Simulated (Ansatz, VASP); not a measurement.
# Cross-check of Tl (Thallium) between VASP and Ansatz

One calculation is typed for both programs; each brings its own data sets and cutoff. How far apart do they land?

Main program and level: Ansatz 0.2.0; plane waves, with VASP 6.6.1 beside it; single point at r2SCAN.

This is not the structure that Tl takes at ambient pressure and room temperature (hexagonal, No. 194); it is a model or a phase of other conditions.

### 1. The starting structure

It takes space group Im-3m (No. 229, cubic). The conventional cell has a = 3.882 Å, b = 3.882 Å, c = 3.882 Å, α = 90.00°, β = 90.00°, γ = 90.00°. Nearest to Tl lie 8 Tl at 3.36 Å.

### 2. VASP: single point, r2SCAN

A single point gives forces, pressure and levels at one fixed geometry, so differences don't come from the geometry; what else differs is listed under the comparison.

Lines of VASP's logs that name or quote its potential files are left out, and so is its time.

INCAR reads:

```
SYSTEM = Tl
PREC = Accurate
ENCUT = 400
EDIFF = 1E-06
NELM = 100
ISMEAR = -1
SIGMA = 0.05
LREAL = .FALSE.
ALGO = Normal
METAGGA = R2SCAN
LASPH = .TRUE.
NBANDS = 12
LORBIT = 11
LWAVE = .FALSE.
LCHARG = .FALSE.
KPAR = 2
ISIF = 2
```

POSCAR reads:

```
Tl
1.0
   -1.9410000000      1.9410000000      1.9410000000
    1.9410000000     -1.9410000000      1.9410000000
    1.9410000000      1.9410000000     -1.9410000000
Tl
1
Direct
    0.0000000000      0.0000000000      0.0000000000
```

KPOINTS reads:

```
Automatic mesh
0
Gamma
8 8 8
0 0 0
```

PAW data sets: Tl_d (PBE family, release 64).

On the command line:

```bash
$ mpirun -np 2 vasp_std
```

Numbers of over 12 decimals in the logs are rounded to 6 here.

Output:

```text
[banner, memory and clock lines left out]
running    2 mpi-ranks, on    1 nodes
 distrk:  each k-point on    1 cores,    2 groups
 distr:  one band on    1 cores,    1 groups

 POSCAR found type information on POSCAR Tl
 POSCAR found :  1 types and       1 ions
|                                                                             |
|               ----> ADVICE to this user running VASP <----                  |
|                                                                             |
|     You enforced a specific xc type in the INCAR file but a different       |
|     [... a line on the potential file left out ...]
|     I HOPE YOU KNOW WHAT YOU ARE DOING!                                     |
|                                                                             |

 LDA part: xc-table for (None), standard interpolation
 POSCAR, INCAR and KPOINTS ok, starting setup
 FFT: planning ... GRIDC
 FFT: planning ... GRID_SOFT
 FFT: planning ... GRID
 WAVECAR not read
 entering main loop
       N       E                     dE             d eps       ncg     rms          rms(c)
DAV:   1    -0.114850163441E+02   -0.11485E+02   -0.59189E+03   776   0.773E+02
DAV:   2    -0.564180496935E+02   -0.44933E+02   -0.44054E+02   796   0.190E+02
DAV:   3    -0.569345013262E+02   -0.51645E+00   -0.51616E+00   860   0.187E+01
DAV:   4    -0.569370248896E+02   -0.25236E-02   -0.25235E-02   784   0.151E+00
DAV:   5    -0.569370583178E+02   -0.33428E-04   -0.33429E-04   840   0.167E-01    0.195E+00
DAV:   6    -0.531602731939E+02    0.37768E+01   -0.12197E+00   716   0.116E+01    0.251E+00
DAV:   7    -0.531554603745E+02    0.48128E-02   -0.13777E-02   816   0.112E+00    0.167E+00
DAV:   8    -0.531552107998E+02    0.24957E-03   -0.21442E-02   740   0.134E+00    0.304E-01
DAV:   9    -0.531543522930E+02    0.85851E-03   -0.20302E-03   760   0.432E-01    0.448E-02
DAV:  10    -0.531543625764E+02   -0.10283E-04   -0.58939E-04   772   0.231E-01    0.492E-02
DAV:  11    -0.531543535269E+02    0.90495E-05   -0.10576E-05   824   0.295E-02    0.354E-02
DAV:  12    -0.531543390114E+02    0.14516E-04   -0.64120E-05   740   0.761E-02    0.163E-03
DAV:  13    -0.531543394447E+02   -0.43331E-06   -0.72835E-07   524   0.851E-03
   1 F= -.53154339E+02 E0= -.53149420E+02  d E =-.983881E-02
```

OUTCAR, selected parts (step 2):

```text
ion  position               nearest neighbor table
   1  0.000  0.000  0.000-

  LATTYP: Found a body centered cubic cell.
 ALAT       =     3.8820000000

 Subroutine GETGRP returns: Found 48 space group operations
 (whereof 48 operations were pure point group operations)

The static configuration has the point symmetry O_h .

 Found     29 irreducible k-points:

   k-points           NKPTS =     29   k-points in BZ     NKDIM =     29   number of bands    NBANDS=     12

   dimension x,y,z NGX =    24 NGY =   24 NGZ =   24
   dimension x,y,z NGXF=    48 NGYF=   48 NGZF=   48

   ENCUT  =  400.0 eV  29.40 Ry    5.42 a.u.   5.48  5.48  5.48*2*pi/ulx,y,z

   NELECT =      13.0000    total number of electrons

 k-points in reciprocal lattice and weights: Automatic mesh
   0.00000000  0.00000000  0.00000000       0.002
   0.12500000  0.00000000  0.00000000       0.023
   0.25000000  0.00000000  0.00000000       0.023
   0.37500000  0.00000000  0.00000000       0.023
   0.50000000  0.00000000  0.00000000       0.012
   0.12500000  0.12500000  0.00000000       0.047
   0.25000000  0.12500000  0.00000000       0.094
   0.37500000  0.12500000  0.00000000       0.094
   0.25000000  0.25000000  0.00000000       0.047
[...]
0.50000000  0.50000000  0.37500000       0.023
   0.50000000  0.50000000  0.50000000       0.002

 average (electrostatic) potential at core
       1 -89.3561

 E-fermi :   6.3241

 k-point     1 :       0.0000    0.0000    0.0000
  band No.  band energies     occupation
    ...
      2      -5.9047      2.00000
      3      -5.9047      2.00000
      4      -5.4802      2.00000
      5      -5.4802      2.00000
      6      -3.9849      2.00000
      7      17.2040      0.00000
      8      17.2040      0.00000
      9      17.2040      0.00000
     10      19.3116      0.00000
     11      19.3116      0.00000
    ...

 k-point     2 :       0.1250    0.0000    0.0000
  band No.  band energies     occupation
    ...
      2      -5.8889      2.00000
      3      -5.8086      2.00000
      4      -5.5076      2.00000
      5      -5.4808      2.00000
      6      -3.6206      2.00000
      7      14.2464      0.00000
      8      16.0619      0.00000
      9      16.5048      0.00000
     10      18.3350      0.00000
     11      18.9826      0.00000
    ...

 k-point     3 :       0.2500    0.0000    0.0000
  band No.  band energies     occupation
    ...
      2      -5.9089      2.00000
      3      -5.5671      2.00000
      4      -5.5409      2.00000
      5      -5.4815      2.00000
      6      -2.4979      2.00000
      7       9.8894      0.00000
      8      14.1617      0.00000
      9      15.1241      0.00000
     10      17.4452      0.00000
     11      18.4634      0.00000
    ...

  Total        0.2151333      0.2151333      0.2151333      0.0000000      0.0000000     -0.0000000
  in kB       11.7836964     11.7836964     11.7836964      0.0000000      0.0000000     -0.0000000
  external PRESSURE =      11.7836964 kB  Pullay stress =       0.0000000 kB

  energy-cutoff  :      400.00
  volume of cell :       29.25
      direct lattice vectors                 reciprocal lattice vectors
    -1.941000000  1.941000000  1.941000000     0.000000000  0.257599176  0.257599176
     1.941000000 -1.941000000  1.941000000     0.257599176  0.000000000  0.257599176
     1.941000000  1.941000000 -1.941000000     0.257599176  0.257599176  0.000000000

 POSITION                                       TOTAL-FORCE (eV/Angst)
 -----------------------------------------------------------------------------------
      0.00000      0.00000      0.00000         0.000000      0.000000     -0.000000
 -----------------------------------------------------------------------------------
    total drift:                                0.000000      0.000000      0.000000

  FREE ENERGIE OF THE ION-ELECTRON SYSTEM (eV)
  ---------------------------------------------------
  free  energy   TOTEN  =       -53.1543394447 eV

  energy  without entropy=      -53.1445006333  energy(sigma->0) =      -53.14942004

 total charge
# of ion       s       p       d       tot
------------------------------------------
    1        1.192   0.393   9.624  11.209

[... 3 further parts left out ...]
```

This run has no spin polarisation. Its electron count is odd, so without a moment it is a metal by construction.

### 3. Ansatz: single point, r2SCAN

Ansatz runs on its default PAW (the set named soft_2) files.

The same cell, functional, mesh and smearing now go to Ansatz, which takes its cutoff from its data sets.

input.yaml reads:

```yaml
crystal:
  lattice:
    - [-1.941, 1.941, 1.941]
    - [1.941, -1.941, 1.941]
    - [1.941, 1.941, -1.941]
  atoms:
    - { symbol: Tl, position: [0.0, 0.0, 0.0] }
hamiltonian:
  xc: r2scan
  pseudopotentials: { kind: paw }
kpoints:
  mp_grid: { grid: [8, 8, 8] }
scf:
  occupations: { method: fermi_dirac, width: 0.05 }
  n_extra_bands: 4
output:
  forces: true
  stress: true
  eigenvalues: true
```

On the command line:

```bash
$ ansatz run input.yaml --threads 2 --pin off --max-ram 4608MiB --backend cpu --events-out ev --progress --plain --runs-dir out
```

Output:

```text
scf.n_extra_bands = 4 over 7 filled bands (N_el = 13.0): the run solves 11 bands
Engine: ansatz 0.2.0, aarch64-unknown-linux-gnu
Pseudopotentials: kind: paw
Pseudopotential: Tl, paw, valence charge 13, recommended cutoff 500 eV (meta_gga), Tl.paw.azcp
Functional definition: r2SCAN
  parameter k0 = 0.174
  parameter k1 = 0.065
  parameter a1 = 4.9479
  exchange = r2scan_x(k0 = k0, k1 = k1, a1 = a1)
  correlation = r2scan_c
Crystal: 1 atoms, lattice volume = 29.251 Å³
Basis set: ecut = 500 eV, 767 PW (Γ), exchange–correlation on 100×100×100 points (64 copies of the dense FFT grid, shifted against one another)
Bands: 11, of which v1, the nominal top of the filled ones, is band 7 counted from 1 (6 counted from 0)
Symmetry: 48 space group operations
Space group: Im-3m (ITA 229), of the structure as read, at distance tolerance 3.1e-5 Å
k-points: 29 of 512
Non-local potential: Tl, projectors of the file, l = 0: 2, l = 1: 2, l = 2: 2, l = 3: 1
PAW form: soft (Blöchl's): semilocal exchange-correlation on the pseudo side does not see the compensation charge
PAW frozen core: Tl, regenerated for the run's functional (the file was generated under x = pbe(κ = 0.804, μ = 0.219515), c = pbe(β = 0.066725))
PAW one-centre angular grid: Tl, 590 points (default); XC on 160 Gauss nodes
Initial density: superposition of atomic densities (neutral atoms: chi_scale 0, normalization atom), corrected by the library's trained network
Initial wavefunctions: pseudopotential atomic-orbital guess
Functional: x = r2scan, c = r2scan; τ floored in thin density (d = 2e-4 eV/Å³)
SCF iter   1: F=—  HF=-11458.567375 eV  |F-HF|=—  |Δ(HF+E_count)|=         —  Δρ=7.73e-3  dr2=1.53e-2  dr2_τ=5.86e-3  ethr=1.77e-3  ⟨swp⟩=5.9  Hψ=2149  notcnv=0
preconditioner: auto → Kerker (q_TF=auto, 2.383 Å⁻¹)  [metal: Δε(μ)=0.102 eV  Ē_g=18.559 eV  σ=0.050 eV  W_gap=0.42  n_scr=12 (ndim 8)  ℏωp=24.8 eV  f_vac=0.000  D(μ)=1.29/eV (n_scr^D=12)]
SCF iter   2: F=—  HF=-11458.563841 eV  |F-HF|=—  |Δ(HF+E_count)|=   3.53e-3  Δρ=3.31e-3  dr2=3.20e-3  dr2_τ=2.18e-4  ethr=1.18e-4  ⟨swp⟩=3.0  Hψ=851  notcnv=0  defer=12
SCF iter   3: F=—  HF=-11458.563048 eV  |F-HF|=—  |Δ(HF+E_count)|=   7.93e-4  Δρ=5.21e-4  dr2=8.09e-5  dr2_τ=4.37e-6  ethr=2.46e-5  ⟨swp⟩=2.0  Hψ=556  notcnv=0  defer=12
SCF iter   4: F=—  HF=-11458.563156 eV  |F-HF|=—  |Δ(HF+E_count)|=   1.08e-4  Δρ=1.86e-4  dr2=1.32e-5  dr2_τ=2.77e-7  ethr=6.23e-7  ⟨swp⟩=2.6  Hψ=512  notcnv=0  defer=12
SCF iter   5: F=—  HF=-11458.563169 eV  |F-HF|=—  |Δ(HF+E_count)|=   1.26e-5  Δρ=3.20e-5  dr2=3.00e-7  dr2_τ=1.81e-8  ethr=1.01e-7  ⟨swp⟩=2.1  Hψ=475  notcnv=0  defer=12
SCF iter   6: F=-11458.563169 eV  HF=-11458.563169 eV  |F-HF|=3.81e-8  |Δ(HF+E_count)|=   5.72e-7  Δρ=1.05e-5  dr2=2.76e-8  dr2_τ=1.49e-9  ethr=7.69e-10  ⟨swp⟩=6.5  Hψ=1548  notcnv=0
SCF 1 converged in 6 iterations: F = -11458.563169 eV  dr2 = 2.76e-8
  greatest PAW one-centre occupation: 0.960 electrons in one spin orbital (limit 2), on the Tl atom at site 0 (counted from 0), in its partial waves of l = 2
SCF converged after 6 iterations
Free energy (F): -11458.563169 eV
Harris-Foulkes:  -11458.563169 eV  (|F-HF|=3.81e-8)
Internal energy: -11458.553318 eV  (E = F + TS)
E sigma→0 (E₀):  -11458.558243 eV
Entropy (-TS):   -0.009851 eV (-9.851 meV/atom)
Fermi energy:    10.073206 eV
--- Per-component energies (eV) ---
  E_band       = -2.824341
  E_kinetic    = 334.488849
  E_local      = -890.254771  (includes V_loc(G=0)·N_el)
  E_nonlocal   = 317.295878
  E_hartree    = 329.881686
  E_xc         = -218.709572
  E_vxc        = -156.832015  (∫ρ·V_xc dr)
  E_paw        = -10191.617618  (= ΣΔE_a)
  E_vpaw       = -279.342573  (= ΣTr[D̂ρ^β])
  E_aug_tail   = 0.000017  (compensation charges beyond the density's cutoff)
  E_vtau       = 12.060862  (kinetic-family band-sum trace: ∫τ·v_τ [+ j·A + Jᵃ·Aᵃ] dr)
  E_ewald      = -1140.677548
  E_core_change = 1.039761  (= ΣΔE_core)
  E_smearing   = -0.009851  (= −TS)
  E_closure    = -0.000000  (closes the sum)
  Σ components = -11458.563169   (vs F -11458.563169, Δ=0.00e0)
--- Forces (eV/Å), atoms counted from 1 ---
  atom   1  Tl    -0.00000000     0.00000000    -0.00000000
  max |Σ_I F_I| component: 8.42e-32 eV/Å
--- Stress (GPa, compression-positive) ---
        1.233002       0.000000      -0.000000
       -0.000000       1.233002       0.000000
       -0.000000      -0.000000       1.233002
  P = ⅓ Tr σ = 1.2330 GPa (12.330 kbar)
--- Band table (eV; the first three rows and the last of 29) ---
  k-point 0: bands = [... 3 lower, -1.7707, -1.7707, -0.2313, 20.9531, 20.9531, 20.9531, 22.9723, 22.9723]
  k-point 1: bands = [... 3 lower, -1.7981, -1.7714, 0.1331, 17.9936, 19.8083, 20.2459, 22.0271, 22.6576]
  k-point 2: bands = [... 3 lower, -1.8313, -1.7721, 1.2558, 13.6382, 17.9059, 18.8568, 21.1596, 22.1572]
  k-point 28: bands = [... 3 lower, -1.5585, -1.5585, 8.2257, 11.5322, 11.5322, 11.5322, 16.9255, 16.9255]
```

Wall time 1.9 s (2 threads of Arm Neoverse N1, shared host); peak memory 0.31 GiB.

Reading the cycles: dr2 is the Hartree energy of the density residual (eV), the measure of convergence; HF is the Harris–Foulkes estimate of the energy, which meets the free energy F at convergence.

The run ends at a pressure of 1.23 GPa.

### 4. Comparison

Known differences besides the potentials themselves: VASP keeps PBE cores, Ansatz makes them for the functional; the cutoff is 500 eV in Ansatz and 400 eV in VASP. Total energies have different zeros and are not compared.

Compared:

```tsv
quantity	Ansatz	VASP	difference
pressure (GPa)	1.23	1.18	+0.05
```

### 5. What came out

| Property | Result |
| --- | --- |
| difference in pressure (single point, r2SCAN) | 0.055 GPa |

What this shows: The difference in pressure is 0.055 GPa (single point, r2SCAN), within the 1 GPa picked in this series as the mark of a large difference. Such differences can come from data sets, numerical settings and the points named under the comparisons, not from the functional's error against experiment.

[Lines on the potential files, build, host, timing and source positions are cut from VASP's logs without a mark.]

[Logs are printed without paths, hosts, clocks, repeated set-up lines and the standing remarks that a program may print on its own settings, such as how far it seeks lower states.]

[Hosts, paths, dates, database ids (printed as entryN), source tags and the programs' standing remarks are cut or masked in the printed files.]
